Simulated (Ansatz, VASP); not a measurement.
# Cross-check of NiPt (NiPt in the L10 ordering) between VASP and Ansatz, part 2 of 3

Wanted: the spread between two codes on one cell, functional and k mesh. The cell is generated by rule, not measured, and may not be a known phase. The cell is taken from a series of runs on this material, whose earlier steps may have relaxed, scaled, displaced or heated it; both programs get it as it stands.

VASP 6.6.1 and Ansatz 0.2.0.

So far: Starting point; Ansatz: relaxation of cell and atoms, PBEsol.

**3. VASP: relaxation of cell and atoms, PBEsol**

Level of this step: PBEsol, spin-polarised from a ferromagnetic start; plane waves and PAW (Ni, Pt); invented cell (VASP).

The same cell, functional, mesh and smearing now go to VASP, with its own data sets.

Lines of VASP's logs that name or quote its potential files are left out, and so is its time.

File INCAR:

```
SYSTEM = NiPt
PREC = Accurate
ENCUT = 600
EDIFF = 1E-07
NELM = 200
ISMEAR = 0
SIGMA = 0.15
LREAL = .FALSE.
ALGO = Normal
GGA = PS
NBANDS = 18
ISPIN = 2
MAGMOM = 0.69 0.32
LASPH = .TRUE.
LMAXMIX = 4
LORBIT = 11
LWAVE = .FALSE.
LCHARG = .FALSE.
ISIF = 3
IBRION = 2
NSW = 80
EDIFFG = -0.005
GGA_COMPAT = .FALSE.
NELMIN = 4
KPAR = 2
```

File POSCAR:

```
NiPt
1.0
    2.6793030000      0.0000000000      0.0000000000
    0.0000000000      2.6793030000      0.0000000000
    0.0000000000      0.0000000000      3.5782750000
Ni Pt
1 1
Direct
    0.0000000000      0.0000000000      0.0000000000
    0.4999998134      0.4999998134      0.4999998603
```

File KPOINTS:

```
Automatic mesh
0
Gamma
12 12 8
0 0 0
```

The projector-augmented-wave data sets are Ni and Pt (PBE family, release 64).

Started as:

```bash
$ mpirun -np 2 vasp_std
```

Numbers of over 12 decimals in the logs are rounded to 6 here.

What it wrote:

```text
[banner, memory and clock lines left out]
running    2 mpi-ranks, on    1 nodes
 distrk:  each k-point on    1 cores,    2 groups
 distr:  one band on    1 cores,    1 groups

 POSCAR found type information on POSCAR NiPt
 POSCAR found :  2 types and       2 ions
|                                                                             |
|               ----> ADVICE to this user running VASP <----                  |
|                                                                             |
|     You enforced a specific xc type in the INCAR file but a different       |
|     [... a line on the potential file left out ...]
|     I HOPE YOU KNOW WHAT YOU ARE DOING!                                     |
|                                                                             |

 LDA part: xc-table for (Slater+PW92), standard interpolation
 POSCAR, INCAR and KPOINTS ok, starting setup
 FFT: planning ... GRIDC
 FFT: planning ... GRID_SOFT
 FFT: planning ... GRID
 WAVECAR not read
 entering main loop
       N       E                     dE             d eps       ncg     rms          rms(c)
DAV:   1     0.114985846896E+03    0.11499E+03   -0.10157E+04 10384   0.145E+03
DAV:   2    -0.990456675485E+01   -0.12489E+03   -0.11565E+03 10226   0.282E+02
DAV:   3    -0.148188879506E+02   -0.49143E+01   -0.47629E+01 11522   0.622E+01
DAV:   4    -0.148826268327E+02   -0.63739E-01   -0.63676E-01 11430   0.605E+00
DAV:   5    -0.148842738681E+02   -0.16470E-02   -0.16469E-02 11346   0.107E+00    0.178E+01
DAV:   6    -0.162205788911E+02   -0.13363E+01   -0.12855E+01 10852   0.866E+01    0.190E+01
DAV:   7    -0.133970228545E+02    0.28236E+01   -0.64181E+00 12630   0.798E+01    0.708E+00
DAV:   8    -0.133020179655E+02    0.95005E-01   -0.35992E-01 13502   0.927E+00    0.222E+00
DAV:   9    -0.132934672779E+02    0.85507E-02   -0.18638E-02 13926   0.164E+00    0.858E-01
DAV:  10    -0.132924724903E+02    0.99479E-03   -0.67409E-04 13052   0.308E-01    0.316E-01
DAV:  11    -0.132922785868E+02    0.19390E-03   -0.24161E-04 13634   0.357E-01    0.993E-02
DAV:  12    -0.132922728247E+02    0.57621E-05   -0.70200E-05 14728   0.147E-01    0.395E-02
DAV:  13    -0.132922738265E+02   -0.10018E-05   -0.54717E-06 12446   0.352E-02    0.185E-02
DAV:  14    -0.132922736469E+02    0.17958E-06   -0.66646E-07 11764   0.104E-02    0.482E-03
DAV:  15    -0.132922737456E+02   -0.98670E-07   -0.21576E-07  6498   0.100E-02
   1 F= -.13292274E+02 E0= -.13273849E+02  d E =-.132923E+02  mag=     0.9343
 curvature:   0.00 expect dE= 0.000E+00 dE for cont linesearch  0.000E+00
 trial: gam= 0.00000 g(F)=  0.000E+00 g(S)=  0.222E-03 ort = 0.000E+00 (trialstep = 0.100E+01)
 search vector abs. value=  0.222E-03
 bond charge predicted
       N       E                     dE             d eps       ncg     rms          rms(c)
DAV:   1    -0.132964714822E+02   -0.41978E-02   -0.45297E-02 10708   0.312E+00    0.593E-01
DAV:   2    -0.133003873500E+02   -0.39159E-02   -0.33034E-02 10864   0.466E+00    0.108E+00
DAV:   3    -0.132924121268E+02    0.79752E-02   -0.19182E-02 11652   0.380E+00    0.225E-01
DAV:   4    -0.132922272905E+02    0.18484E-03   -0.60606E-04 13636   0.359E-01    0.100E-01
DAV:   5    -0.132921882228E+02    0.39068E-04   -0.32281E-05 15000   0.846E-02    0.527E-02
DAV:   6    -0.132921803239E+02    0.78988E-05   -0.13814E-05 13252   0.522E-02    0.157E-02
DAV:   7    -0.132921802863E+02    0.37678E-07   -0.26588E-06 13004   0.264E-02    0.710E-03
DAV:   8    -0.132921803419E+02   -0.55621E-07   -0.33777E-07 11218   0.103E-02
   2 F= -.13292180E+02 E0= -.13273735E+02  d E =0.934037E-04  mag=     0.9186
 trial-energy change:    0.000093  1 .order    0.000104   -0.000222    0.000431
 step:   0.3634(harm=  0.3399)  dis= 0.00000  next Energy=   -13.292315 (dE=-0.408E-04)
 bond charge predicted
       N       E                     dE             d eps       ncg     rms          rms(c)
DAV:   1    -0.132940590025E+02   -0.18787E-02   -0.18305E-02 10710   0.199E+00    0.376E-01
DAV:   2    -0.132956755988E+02   -0.16166E-02   -0.13658E-02 10860   0.298E+00    0.699E-01
DAV:   3    -0.132924097390E+02    0.32659E-02   -0.77395E-03 11558   0.236E+00    0.144E-01
DAV:   4    -0.132923345185E+02    0.75221E-04   -0.23790E-04 13690   0.225E-01    0.674E-02
DAV:   5    -0.132923167822E+02    0.17736E-04   -0.13100E-05 14974   0.547E-02    0.359E-02
DAV:   6    -0.132923125443E+02    0.42379E-05   -0.59964E-06 13334   0.358E-02    0.103E-02
DAV:   7    -0.132923126502E+02   -0.10588E-06   -0.11640E-06 13116   0.168E-02    0.435E-03
DAV:   8    -0.132923128408E+02   -0.19061E-06   -0.11666E-07  6354   0.646E-03    0.184E-03
DAV:   9    -0.132923128962E+02   -0.55445E-07   -0.42727E-08  5274   0.270E-03
   3 F= -.13292313E+02 E0= -.13273883E+02  d E =-.391507E-04  mag=     0.9289
 curvature:  -0.17 expect dE=-0.107E-06 dE for cont linesearch -0.732E-07
 trial: gam= 0.00000 g(F)=  0.181E-47 g(S)=  0.633E-06 ort =-0.978E-05 (trialstep = 0.873E+00)
 search vector abs. value=  0.633E-06
 reached required accuracy - stopping structural energy minimisation
```

Parts of OUTCAR (step 3):

```text
ion  position               nearest neighbor table
   1  0.000  0.000  0.000-   2 2.61   2 2.61   2 2.61   2 2.61   2 2.61   2 2.61   2 2.61   2 2.61

  LATTYP: Found a simple tetragonal cell.
 ALAT       =     2.6793030000
 C/A-ratio  =     1.3355245749

 Subroutine GETGRP returns: Found 16 space group operations
 (whereof 16 operations were pure point group operations)

The static configuration has the point symmetry D_4h.

 Found    140 irreducible k-points:

   k-points           NKPTS =    140   k-points in BZ     NKDIM =    140   number of bands    NBANDS=     18

   dimension x,y,z NGX =    24 NGY =   24 NGZ =   30
   dimension x,y,z NGXF=    48 NGYF=   48 NGZF=   60

   ENCUT  =  600.0 eV  44.10 Ry    6.64 a.u.   5.35  5.35  7.15*2*pi/ulx,y,z

   NELECT =      20.0000    total number of electrons

 k-points in reciprocal lattice and weights: Automatic mesh
   0.00000000  0.00000000  0.00000000       0.001
   0.08333333  0.00000000  0.00000000       0.003
   0.16666667  0.00000000  0.00000000       0.003
   0.25000000  0.00000000  0.00000000       0.003
   0.33333333  0.00000000  0.00000000       0.003
   0.41666667  0.00000000  0.00000000       0.003
   0.50000000  0.00000000  0.00000000       0.002
   0.08333333  0.08333333  0.00000000       0.003
   0.16666667  0.08333333  0.00000000       0.007
[...]
0.50000000  0.41666667  0.50000000       0.003
   0.50000000  0.50000000  0.50000000       0.001

 average (electrostatic) potential at core
       1 -80.5036       2 -63.4690

 E-fermi :  10.5023

 spin component 1
 k-point     1 :       0.0000    0.0000    0.0000
  band No.  band energies     occupation
    ...
      7       8.8708      1.00000
      8       9.3923      1.00000
      9      10.3369      0.94049
     10      10.4665      0.63210
     11      10.4665      0.63210
     12      13.3164      0.00000
     13      21.3906      0.00000
     14      22.4494      0.00000
     15      22.4494      0.00000
     16      28.5613      0.00000
    ...

 k-point     2 :       0.0833    0.0000    0.0000
  band No.  band energies     occupation
    ...
      7       8.8207      1.00000
      8       9.3831      1.00000
      9       9.9402      1.00000
     10      10.1683      0.99918
     11      10.4171      0.78896
     12      14.0431      0.00000
     13      20.8676      0.00000
     14      21.9141      0.00000
     15      22.8030      0.00000
     16      28.7477      0.00000
    ...

 k-point     3 :       0.1667    0.0000    0.0000
  band No.  band energies     occupation
    ...
      7       8.6752      1.00000
      8       9.0860      1.00000
      9       9.3899      1.00000
     10       9.7539      1.00000
     11      10.2713      0.98530
     12      15.5152      0.00000
     13      18.9848      0.00000
     14      21.6361      0.00000
     15      23.7801      0.00000
     16      28.4542      0.00000
    ...

 k-point     4 :       0.2500    0.0000    0.0000
  band No.  band energies     occupation
    ...
      7       8.4191      1.00000
      8       8.4437      1.00000
      9       9.2914      1.00000
     10       9.5317      1.00000
     11      10.0361      0.99999
     12      16.8504      0.00000
     13      17.2276      0.00000
     14      21.4945      0.00000
     15      25.2076      0.00000
     16      27.0239      0.00000
    ...

 k-point     5 :       0.3333    0.0000    0.0000
  band No.  band energies     occupation
    ...
      7       8.1574      1.00000
      8       8.2271      1.00000
      9       8.9462      1.00000
     10       9.7247      1.00000
     11       9.9291      1.00000
     12      14.9589      0.00000
     13      19.0376      0.00000
     14      21.4103      0.00000
     15      25.7880      0.00000
     16      26.9330      0.00000
    ...

 k-point     6 :       0.4167    0.0000    0.0000
  band No.  band energies     occupation
    ...
      6       7.9160      1.00000
      7       8.0283      1.00000
      8       8.5301      1.00000
      9       8.7568      1.00000
     10       9.3585      1.00000
     11      10.5183      0.43990
     12      13.5454      0.00000
     13      20.8133      0.00000
     14      21.4179      0.00000
     15      24.8847      0.00000
    ...

  Total        0.0015414      0.0015414      0.0046359      0.0000000      0.0000000     -0.0000000
  in kB        0.0962808      0.0962808      0.2895752      0.0000000      0.0000000     -0.0000000
  external PRESSURE =       0.1607123 kB  Pullay stress =       0.0000000 kB

  energy-cutoff  :      600.00
  volume of cell :       25.65
      direct lattice vectors                 reciprocal lattice vectors
     2.677930690  0.000000000  0.000000000     0.373422659  0.000000000 -0.000000000
     0.000000000  2.677930690  0.000000000     0.000000000  0.373422659  0.000000000
     0.000000000  0.000000000  3.576751849    -0.000000000  0.000000000  0.279583276

 POSITION                                       TOTAL-FORCE (eV/Angst)
 -----------------------------------------------------------------------------------
      0.00000      0.00000      0.00000        -0.000000      0.000000      0.000000
      1.33896      1.33896      1.78838         0.000000      0.000000      0.000000
 -----------------------------------------------------------------------------------
    total drift:                                0.000077      0.000077      0.000073

  FREE ENERGIE OF THE ION-ELECTRON SYSTEM (eV)
  ---------------------------------------------------
  free  energy   TOTEN  =       -13.2923128962 eV

  energy  without entropy=      -13.2554529349  energy(sigma->0) =      -13.27388292

 reached required accuracy - stopping structural energy minimisation

 total charge
# of ion       s       p       d       tot
------------------------------------------
    1        0.448   0.488   8.328   9.265
    2        0.709   0.671   8.054   9.434
--------------------------------------------------
tot          1.157   1.160  16.382  18.699

 magnetization (x)
# of ion       s       p       d       tot
------------------------------------------
    1       -0.002  -0.008   0.645   0.635
    2       -0.004  -0.018   0.320   0.297
--------------------------------------------------
tot         -0.007  -0.026   0.964   0.932

[... 6 further parts left out ...]
```

CONTCAR:

```
NiPt
   1.00000000000000
     2.6779306897773050    0.0000000000000000    0.0000000000000000
     0.0000000000000000    2.6779306897773050    0.0000000000000000
     0.0000000000000000    0.0000000000000000    3.5767518485583119
  Ni              Pt
     1     1
Direct
     0.0000000000000000    0.0000000000000000    0.0000000000000000
     0.4999998134000023    0.4999998134000023    0.4999998603000009
```

The magnetic state follows from one typed start and may not be the lowest.

**4. Comparison**

Known differences besides the potentials themselves: VASP starts from the moments at which Ansatz ended; the data sets hold 36 valence electrons in Ansatz (on its default PAW (the set named soft_2) files) and 20 in VASP; the cutoff is 420 eV in Ansatz and 600 eV in VASP; Ansatz makes its cores anew for this functional, VASP keeps those of its PBE data sets; Ansatz adds a Pulay correction to the stress that steers its cell, VASP none; site moments are counted in spheres of each program's own size. Total energies have different zeros and are not compared.

Compared:

```
                                         quantity  Ansatz   VASP  difference
                                      volume (Å³)   25.69  25.65     +0.14 %
edge a after relaxation, in the typed setting (Å)   2.679  2.678     +0.05 %
edge c after relaxation, in the typed setting (Å)   3.578  3.577     +0.04 %
                                total moment (μB)    0.98   0.93       +0.05
                               moment on Ni1 (μB)    0.69   0.64       +0.05
                               moment on Pt2 (μB)    0.32   0.30       +0.02
```

(Part 2 of 3 ends here.)

[Lines on the potential files, build, host, timing and source positions are cut from VASP's logs without a mark.]

[Logs are printed without paths, hosts, clocks, repeated set-up lines and the standing remarks that a program may print on its own settings, such as how far it seeks lower states.]

[Hosts, paths, dates, database ids (printed as entryN), source tags and the programs' standing remarks are cut or masked in the printed files.]
